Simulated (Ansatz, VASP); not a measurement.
# MgS in two plane-wave programs

One calculation is typed for both programs; each brings its own data sets. How far apart do they land? The cell is taken from a series of runs on this material, whose earlier steps may have relaxed, scaled, displaced or heated it; both programs get it as it stands.

Program: Ansatz 0.2.0. Level of theory: plane waves, with VASP 6.6.1 beside it; zone-centre phonons at PBEsol. Results are calculated unless marked as measured.

**1. Starting point**

Symmetry: F-43m, No. 216, cubic system. The conventional cell has a = 5.652 Å, b = 5.652 Å, c = 5.652 Å, α = 90.00°, β = 90.00°, γ = 90.00°. Nearest to Mg lie 4 S at 2.45 Å. S has 4 Mg at 2.45 Å nearest. Farther neighbours and most contacts between anions are not listed.

**2. VASP: zone-centre phonons, PBEsol**

Second derivatives magnify differences that forces hide, and they need a tight electronic threshold.

Lines of VASP's logs that name or quote its potential files are left out, and so is its time.

INCAR

```
SYSTEM = MgS
PREC = Accurate
ENCUT = 600
EDIFF = 1E-08
NELM = 120
ISMEAR = 0
SIGMA = 0.01
LREAL = .FALSE.
ALGO = Normal
GGA = PS
NBANDS = 10
LORBIT = 11
LWAVE = .FALSE.
LCHARG = .FALSE.
ISIF = 2
IBRION = 8
LEPSILON = .TRUE.
LASPH = .TRUE.
GGA_COMPAT = .FALSE.
EFERMI = MIDGAP
KPAR = 2
```

POSCAR

```
MgS
1.0
   -2.8261826921      0.0000000000      2.8261826921
    0.0000000000      2.8261826921      2.8261826921
   -2.8261826921      2.8261826921      0.0000000000
Mg S
1 1
Direct
    0.0000000000      0.0000000000      0.0000000000
    0.7500000000      0.7500000000      0.7500000000
```

KPOINTS

```
Automatic mesh
0
Gamma
8 8 8
0 0 0
```

The projector-augmented-wave data sets are Mg and S (PBE family, release 64).

Launch:

```
$ mpirun -np 2 vasp_std
```

Numbers of over 12 decimals in the logs are rounded to 6 here.

The log of the run:

```text
[banner, memory and clock lines left out]
running    2 mpi-ranks, on    1 nodes
 distrk:  each k-point on    1 cores,    2 groups
 distr:  one band on    1 cores,    1 groups

 POSCAR found type information on POSCAR MgS
 POSCAR found :  2 types and       2 ions
|                                                                             |
|               ----> ADVICE to this user running VASP <----                  |
|                                                                             |
|     You enforced a specific xc type in the INCAR file but a different       |
|     [... a line on the potential file left out ...]
|     I HOPE YOU KNOW WHAT YOU ARE DOING!                                     |
|                                                                             |

 LDA part: xc-table for (Slater+PW92), standard interpolation
 POSCAR, INCAR and KPOINTS ok, starting setup
 FFT: planning ... GRIDC
 FFT: planning ... GRID_SOFT
 FFT: planning ... GRID
 WAVECAR not read
 entering main loop
       N       E                     dE             d eps       ncg     rms          rms(c)
DAV:   1     0.278331706697E+02    0.27833E+02   -0.35674E+03   580   0.703E+02
DAV:   2    -0.728238949243E+01   -0.35116E+02   -0.33450E+02   750   0.108E+02
DAV:   3    -0.938584883482E+01   -0.21035E+01   -0.21005E+01   716   0.304E+01
DAV:   4    -0.940142603625E+01   -0.15577E-01   -0.15576E-01   722   0.312E+00
DAV:   5    -0.940159643640E+01   -0.17040E-03   -0.17040E-03   694   0.316E-01    0.374E+00
DAV:   6    -0.895629866691E+01    0.44530E+00   -0.11410E+00   636   0.422E+00    0.274E+00
DAV:   7    -0.891684639536E+01    0.39452E-01   -0.23394E-01   670   0.207E+00    0.205E+00
DAV:   8    -0.891865514910E+01   -0.18088E-02   -0.14839E-02   628   0.810E-01    0.104E+00
DAV:   9    -0.891797254960E+01    0.68260E-03   -0.17392E-03   646   0.229E-01    0.364E-01
DAV:  10    -0.891804709359E+01   -0.74544E-04   -0.26102E-04   634   0.831E-02    0.297E-02
DAV:  11    -0.891805932028E+01   -0.12227E-04   -0.12120E-05   682   0.198E-02    0.515E-02
DAV:  12    -0.891805871684E+01    0.60344E-06   -0.15518E-06   666   0.593E-03    0.517E-03
DAV:  13    -0.891805862653E+01    0.90315E-07   -0.15001E-07   722   0.192E-03    0.299E-03
DAV:  14    -0.891805865626E+01   -0.29731E-07   -0.89129E-09   384   0.460E-04    0.589E-04
DAV:  15    -0.891805866244E+01   -0.61824E-08   -0.16879E-09   348   0.238E-04
   1 F= -.89180587E+01 E0= -.89180587E+01  d E =0.000000E+00
 Linear response reoptimize wavefunctions to high precision
DAV:   1    -0.891805866074E+01    0.17004E-08   -0.97684E-11   386   0.651E-05
DAV:   2    -0.891805866074E+01    0.62528E-12   -0.54231E-12   344   0.193E-05
 Linear response G [H, r] |phi>, progress :
  Direction:   1
       N       E                     dE             d eps       ncg     rms
RMM:   1    -0.335306760146E+02   -0.33531E+02    0.38376E+00  1407   0.440E+01
RMM:   2    -0.312684543814E+02    0.22622E+01   -0.16850E+00   951   0.887E+00
RMM:   3    -0.312952677469E+02   -0.26813E-01   -0.41827E-02   976   0.138E+00
RMM:   4    -0.312956849872E+02   -0.41724E-03   -0.80366E-04  1033   0.210E-01
RMM:   5    -0.312957068979E+02   -0.21911E-04   -0.48593E-05  1033   0.360E-02
RMM:   6    -0.312957064065E+02    0.49138E-06   -0.35048E-06  1054   0.697E-03
RMM:   7    -0.312957062947E+02    0.11183E-06   -0.90674E-07  1069   0.168E-03
RMM:   8    -0.312957062704E+02    0.24300E-07   -0.57810E-07  1004   0.637E-04
RMM:   9    -0.312957062348E+02    0.35653E-07   -0.72462E-07   944   0.436E-04
RMM:  10    -0.312957062386E+02   -0.37936E-08   -0.98095E-07   841   0.398E-04
RMM:  11    -0.312957062425E+02   -0.39345E-08    0.26581E-06   706   0.384E-04
RMM:  12    -0.312957062403E+02    0.21553E-08   -0.68774E-08   578   0.383E-04
 Linear response G [H, r] |phi>, progress :
  Direction:   2
       N       E                     dE             d eps       ncg     rms
RMM:   1    -0.345988579732E+02   -0.34599E+02    0.39721E+00  1415   0.445E+01
RMM:   2    -0.307174096153E+02    0.38814E+01   -0.18680E+00   971   0.922E+00
RMM:   3    -0.307454567271E+02   -0.28047E-01   -0.40275E-02   980   0.137E+00
RMM:   4    -0.307458013840E+02   -0.34466E-03   -0.70134E-04  1023   0.202E-01
RMM:   5    -0.307458206701E+02   -0.19286E-04   -0.49100E-05  1030   0.340E-02
RMM:   6    -0.307458199326E+02    0.73755E-06   -0.59365E-06  1044   0.651E-03
RMM:   7    -0.307458198173E+02    0.11525E-06   -0.34847E-06  1060   0.154E-03
RMM:   8    -0.307458197898E+02    0.27523E-07   -0.29397E-06   997   0.575E-04
RMM:   9    -0.307458198164E+02   -0.26611E-07   -0.18645E-06   930   0.393E-04
RMM:  10    -0.307458197970E+02    0.19358E-07    0.54316E-06   852   0.355E-04
RMM:  11    -0.307458199562E+02   -0.15910E-06   -0.38800E-06   708   0.358E-04
[...]
RMM:  10    -0.245515771384E+02   -0.43162E-08   -0.13526E-06   779   0.379E-04
RMM:  11    -0.245515771323E+02    0.60825E-08    0.15823E-05   677   0.369E-04
RMM:  12    -0.245515771297E+02    0.26290E-08   -0.11082E-05   573   0.365E-04
RMM:  13    -0.245515771307E+02   -0.10772E-08   -0.11558E-06   508   0.364E-04
 Linear response to external field (no local field effect), progress :
  Direction:   1
       N       E                     dE             d eps       ncg     rms          rms(c)
[...]
RMM:   6    -0.434189661354E+00    0.10333E-03   -0.18488E-05  3320   0.271E-02    0.410E-02
RMM:   7    -0.435100794102E+00   -0.91113E-03   -0.22986E-05  3097   0.280E-02    0.407E-03
RMM:   8    -0.435229198100E+00   -0.12840E-03   -0.21369E-06  3336   0.803E-03    0.769E-04
RMM:   9    -0.435231058856E+00   -0.18608E-05   -0.63668E-08  3402   0.173E-03    0.713E-04
RMM:  10    -0.435228634261E+00    0.24246E-05   -0.10921E-08  3465   0.336E-04    0.778E-05
RMM:  11    -0.435227559313E+00    0.10749E-05   -0.57448E-08  3116   0.878E-05    0.512E-05
RMM:  12    -0.435227385344E+00    0.17397E-06   -0.82025E-10  2233   0.474E-05    0.708E-06
 change of polarisation eV/A/(eV/A) component  1 :     0.779    -0.134    -0.070
 dielectric tensor                  component  1 :     4.124    -0.538    -0.281
 Linear response to external field, progress :
  Direction:   2
       N       E                     dE             d eps       ncg     rms          rms(c)
RMM:   1    -0.440286413765E+00   -0.44029E+00   -0.14876E+00  4394   0.275E+00
RMM:   2    -0.448079159441E+00   -0.77927E-02   -0.59711E-03  3192   0.474E-01    0.142E+00
RMM:   3    -0.405202806491E+00    0.42876E-01   -0.46740E-02  3058   0.954E-01    0.712E-01
RMM:   4    -0.417710580895E+00   -0.12508E-01   -0.22840E-02  3170   0.708E-01    0.221E-01
RMM:   5    -0.434293314879E+00   -0.16583E-01   -0.10428E-03  3126   0.225E-01    0.643E-02
RMM:   6    -0.434189118332E+00    0.10420E-03   -0.18755E-05  3315   0.272E-02    0.407E-02
RMM:   7    -0.435101232604E+00   -0.91211E-03   -0.22677E-05  3092   0.279E-02    0.404E-03
RMM:   8    -0.435229538217E+00   -0.12831E-03   -0.21152E-06  3340   0.796E-03    0.772E-04
RMM:   9    -0.435231283981E+00   -0.17458E-05   -0.68983E-08  3385   0.172E-03    0.702E-04
RMM:  10    -0.435228716546E+00    0.25674E-05   -0.23510E-08  3461   0.334E-04    0.774E-05
RMM:  11    -0.435227688969E+00    0.10276E-05   -0.65506E-08  3109   0.869E-05    0.511E-05
RMM:  12    -0.435227511398E+00    0.17757E-06    0.66575E-10  2177   0.469E-05    0.710E-06
 change of polarisation eV/A/(eV/A) component  2 :    -0.146     0.779     0.084
 dielectric tensor                  component  2 :    -0.584     4.124     0.336
 Linear response to external field, progress :
  Direction:   3
       N       E                     dE             d eps       ncg     rms          rms(c)
RMM:   1    -0.440376309386E+00   -0.44038E+00   -0.14885E+00  4389   0.275E+00
RMM:   2    -0.448079143859E+00   -0.77028E-02   -0.59650E-03  3192   0.474E-01    0.142E+00
RMM:   3    -0.405203619521E+00    0.42876E-01   -0.46718E-02  3058   0.954E-01    0.712E-01
RMM:   4    -0.417710756157E+00   -0.12507E-01   -0.22827E-02  3170   0.708E-01    0.221E-01
RMM:   5    -0.434290786002E+00   -0.16580E-01   -0.10423E-03  3125   0.225E-01    0.643E-02
RMM:   6    -0.434188412004E+00    0.10237E-03   -0.18785E-05  3319   0.272E-02    0.407E-02
RMM:   7    -0.435101441217E+00   -0.91303E-03   -0.22608E-05  3092   0.279E-02    0.403E-03
RMM:   8    -0.435229457304E+00   -0.12802E-03   -0.20993E-06  3339   0.795E-03    0.773E-04
RMM:   9    -0.435231156102E+00   -0.16988E-05   -0.44439E-08  3395   0.172E-03    0.701E-04
RMM:  10    -0.435228588060E+00    0.25680E-05    0.40848E-08  3461   0.333E-04    0.778E-05
RMM:  11    -0.435227568402E+00    0.10197E-05    0.34260E-08  3108   0.865E-05    0.511E-05
RMM:  12    -0.435227388656E+00    0.17975E-06    0.21833E-09  2208   0.469E-05    0.703E-06
 change of polarisation eV/A/(eV/A) component  3 :    -0.124     0.105     0.779
 dielectric tensor                  component  3 :    -0.498     0.421     4.124
 Linear response DOF=           2
 Linear response progress:
  Degree of freedom:   1/  2
       N       E                     dE             d eps       ncg     rms          rms(c)
RMM:   1    -0.224224312618E-02   -0.22422E-02   -0.22750E-03  3770   0.427E-01
RMM:   2    -0.200311925711E-02    0.23912E-03   -0.29062E-04  3010   0.106E-01    0.430E-02
RMM:   3    -0.195073526253E-02    0.52384E-04   -0.28751E-05  3127   0.292E-02    0.256E-02
RMM:   4    -0.192700492216E-02    0.23730E-04   -0.20308E-05  2983   0.259E-02    0.685E-03
RMM:   5    -0.191740215720E-02    0.96028E-05    0.33257E-07  3066   0.963E-03    0.109E-03
RMM:   6    -0.191597118688E-02    0.14310E-05   -0.34641E-08  3204   0.213E-03    0.723E-04
RMM:   7    -0.191475329532E-02    0.12179E-05   -0.24921E-07  3192   0.831E-04    0.137E-04
RMM:   8    -0.191470297267E-02    0.50323E-07    0.52639E-08  3327   0.179E-04    0.567E-05
RMM:   9    -0.191473606212E-02   -0.33089E-07   -0.22678E-08  3243   0.772E-05    0.600E-06
RMM:  10    -0.191473556752E-02    0.49460E-09   -0.36251E-09  3467   0.170E-05    0.286E-06
 first order change of Fermi-energy  -0.38952E+00
 force on displaced ion       1 direction 1 :  -5.628   0.000   0.000
 Born effective charge ion    1 direction 1 :   1.891   0.000   0.000
 Linear response progress:
  Degree of freedom:   2/  2
       N       E                     dE             d eps       ncg     rms          rms(c)
RMM:   1    -0.107988393945E+00   -0.10799E+00    0.46075E-02  4212   0.217E+00
RMM:   2    -0.108044945876E+00   -0.56552E-04   -0.12858E-03  2956   0.245E-01    0.976E-02
RMM:   3    -0.108597395721E+00   -0.55245E-03   -0.15583E-04  2888   0.665E-02    0.486E-02
RMM:   4    -0.109227489279E+00   -0.63009E-03   -0.10936E-04  2995   0.499E-02    0.167E-02
RMM:   5    -0.109250297306E+00   -0.22808E-04   -0.74586E-06  3147   0.181E-02    0.896E-03
RMM:   6    -0.109253061151E+00   -0.27638E-05   -0.31292E-08  3297   0.192E-03    0.734E-03
RMM:   7    -0.109266934379E+00   -0.13873E-04   -0.38934E-07  2999   0.282E-03    0.589E-04
RMM:   8    -0.109261016812E+00    0.59176E-05   -0.21760E-08  3282   0.662E-04    0.210E-04
RMM:   9    -0.109259938274E+00    0.10785E-05    0.35144E-09  3258   0.232E-04    0.260E-05
RMM:  10    -0.109259720290E+00    0.21798E-06    0.12097E-08  3440   0.678E-05    0.409E-05
RMM:  11    -0.109259809622E+00   -0.89332E-07   -0.18094E-08  3491   0.343E-05    0.349E-06
RMM:  12    -0.109259838460E+00   -0.28838E-07    0.41622E-08  3502   0.297E-05    0.320E-07
RMM:  13    -0.109259836089E+00    0.23704E-08    0.97160E-08  2855   0.262E-05    0.557E-07
 first order change of Fermi-energy   0.38877E+00
 force on displaced ion       2 direction 1 :  -5.623   0.000   0.000
 Born effective charge ion    2 direction 1 :  -1.892   0.000   0.000
 Born effective charges drift removed
 Linear response finished
```

Parts of OUTCAR (step 2):

```text
ion  position               nearest neighbor table
   1  0.000  0.000  0.000-   2 2.45   2 2.45   2 2.45   2 2.45
   2  0.750  0.750  0.750-   1 2.45   1 2.45   1 2.45   1 2.45

  LATTYP: Found a face centered cubic cell.
 ALAT       =     5.6523653842

 Subroutine GETGRP returns: Found 24 space group operations
 (whereof 24 operations were pure point group operations)

The static configuration has the point symmetry T_d .

 Found     29 irreducible k-points:

   k-points           NKPTS =     29   k-points in BZ     NKDIM =     29   number of bands    NBANDS=     10

   dimension x,y,z NGX =    32 NGY =   32 NGZ =   32
   dimension x,y,z NGXF=    64 NGYF=   64 NGZF=   64

   ENCUT  =  600.0 eV  44.10 Ry    6.64 a.u.   7.98  7.98  7.98*2*pi/ulx,y,z

   NELECT =       8.0000    total number of electrons

 k-points in reciprocal lattice and weights: Automatic mesh
   0.00000000  0.00000000  0.00000000       0.002
   0.12500000  0.00000000  0.00000000       0.016
   0.25000000  0.00000000  0.00000000       0.016
   0.37500000  0.00000000  0.00000000       0.016
   0.50000000  0.00000000  0.00000000       0.008
   0.12500000  0.12500000  0.00000000       0.012
   0.25000000  0.12500000  0.00000000       0.047
   0.37500000  0.12500000  0.00000000       0.047
   0.50000000  0.12500000  0.00000000       0.047
[...]
-0.37500000  0.50000000  0.12500000       0.023
  -0.25000000  0.50000000  0.25000000       0.012

 average (electrostatic) potential at core
       1 -38.2385       2 -88.1567

  Total       -0.0239473     -0.0239473     -0.0239473      0.0000000      0.0000000      0.0000000
  in kB       -0.8498392     -0.8498392     -0.8498392      0.0000000      0.0000000      0.0000000
  external PRESSURE =      -0.8498392 kB  Pullay stress =       0.0000000 kB

  energy-cutoff  :      600.00
  volume of cell :       45.15
      direct lattice vectors                 reciprocal lattice vectors
    -2.826182692  0.000000000  2.826182692    -0.176917084 -0.176917084  0.176917084
     0.000000000  2.826182692  2.826182692     0.176917084  0.176917084  0.176917084
    -2.826182692  2.826182692  0.000000000    -0.176917084  0.176917084 -0.176917084

 POSITION                                       TOTAL-FORCE (eV/Angst)
 -----------------------------------------------------------------------------------
      0.00000      0.00000      0.00000         0.000000     -0.000000     -0.000000
     -4.23927      4.23927      4.23927        -0.000000      0.000000      0.000000
 -----------------------------------------------------------------------------------
    total drift:                                0.000000     -0.000000      0.000000

 MACROSCOPIC STATIC DIELECTRIC TENSOR (including local field effects in DFT)
 ------------------------------------------------------
           4.124212     0.000000     0.000000
           0.000000     4.124212    -0.000000
           0.000000     0.000000     4.124212
 ------------------------------------------------------

 PIEZOELECTRIC TENSOR (including local field effects)  for field in x, y, z        (C/m^2)
          XX          YY          ZZ          XY          YZ          ZX
  --------------------------------------------------------------------------------
  x     0.00000    -0.00000    -0.00000     0.00000    -0.40078     0.00000
  y    -0.00000     0.00000     0.00000     0.00000     0.00000    -0.40078
  z     0.00000     0.00000     0.00000    -0.40078     0.00000    -0.00000

 BORN EFFECTIVE CHARGES (including local field effects) (in |e|, cummulative output)
 ---------------------------------------------------------------------------------
 ion    1
    1     1.89159     0.00000     0.00000
    2     0.00000     1.89159    -0.00000
    3    -0.00000     0.00000     1.89159
 ion    2
    1    -1.89159    -0.00000    -0.00000
    2     0.00000    -1.89159     0.00000
    3     0.00000    -0.00000    -1.89159

 Eigenvectors and eigenvalues of the dynamical matrix
 ----------------------------------------------------

   1 f  =    9.972423 THz    62.658581 2PiTHz  332.644223 cm-1    41.242609 meV
             X         Y         Z           dx          dy          dz
      0.000000  0.000000  0.000000    -0.000000    0.021361   -0.754029
     -4.239274  4.239274  4.239274    -0.000000   -0.018590    0.656230

   2 f  =    9.972423 THz    62.658581 2PiTHz  332.644223 cm-1    41.242609 meV
             X         Y         Z           dx          dy          dz
      0.000000  0.000000  0.000000     0.754332    0.000000    0.000000
     -4.239274  4.239274  4.239274    -0.656493    0.000000    0.000000

   3 f  =    9.972423 THz    62.658581 2PiTHz  332.644223 cm-1    41.242609 meV
             X         Y         Z           dx          dy          dz
      0.000000  0.000000  0.000000    -0.000000    0.754029    0.021361
     -4.239274  4.239274  4.239274     0.000000   -0.656230   -0.018590

   4 f/i=    0.001792 THz     0.011259 2PiTHz    0.059771 cm-1     0.007411 meV
             X         Y         Z           dx          dy          dz
      0.000000  0.000000  0.000000    -0.501778    0.377358   -0.191841
     -4.239274  4.239274  4.239274    -0.576559    0.433597   -0.220431

   5 f/i=    0.001792 THz     0.011259 2PiTHz    0.059771 cm-1     0.007411 meV
             X         Y         Z           dx          dy          dz
      0.000000  0.000000  0.000000    -0.352476   -0.537200   -0.134759
     -4.239274  4.239274  4.239274    -0.405006   -0.617260   -0.154843

   6 f/i=    0.001792 THz     0.011259 2PiTHz    0.059771 cm-1     0.007411 meV
             X         Y         Z           dx          dy          dz
      0.000000  0.000000  0.000000    -0.234442    0.000000    0.613205
     -4.239274  4.239274  4.239274    -0.269381    0.000000    0.704592

 MACROSCOPIC STATIC DIELECTRIC TENSOR IONIC CONTRIBUTION
 ------------------------------------------------------
           2.549320     0.000000    -0.000000
           0.000000     2.549320     0.000000
          -0.000000     0.000000     2.549320
 ------------------------------------------------------

 ELASTIC MODULI CONTR FROM IONIC RELAXATION (kBar)
 Direction    XX          YY          ZZ          XY          YZ          ZX
 --------------------------------------------------------------------------------
 XX          -0.0000      0.0000      0.0000     -0.0000      0.0000      0.0000
 YY           0.0000     -0.0000      0.0000     -0.0000     -0.0000     -0.0000
 ZZ           0.0000      0.0000     -0.0000     -0.0000     -0.0000      0.0000
 XY          -0.0000     -0.0000     -0.0000   -236.4990      0.0000     -0.0000
 YZ           0.0000     -0.0000     -0.0000      0.0000   -236.4990     -0.0000
 ZX           0.0000     -0.0000      0.0000     -0.0000     -0.0000   -236.4990
 --------------------------------------------------------------------------------

 PIEZOELECTRIC TENSOR IONIC CONTR  for field in x, y, z        (C/m^2)
          XX          YY          ZZ          XY          YZ          ZX
  --------------------------------------------------------------------------------
  x    -0.00000     0.00000     0.00000    -0.00000     0.73063     0.00000
  y    -0.00000     0.00000    -0.00000     0.00000     0.00000     0.73063
  z     0.00000     0.00000     0.00000     0.73063    -0.00000     0.00000
```

(Part 1 of 2 ends here.)

[Lines on the potential files, build, host, timing and source positions are cut from VASP's logs without a mark.]

[Logs are printed without paths, hosts, clocks, repeated set-up lines and the standing remarks that a program may print on its own settings, such as how far it seeks lower states.]

[Hosts, paths, dates, database ids (printed as entryN), source tags and the programs' standing remarks are cut or masked in the printed files.]
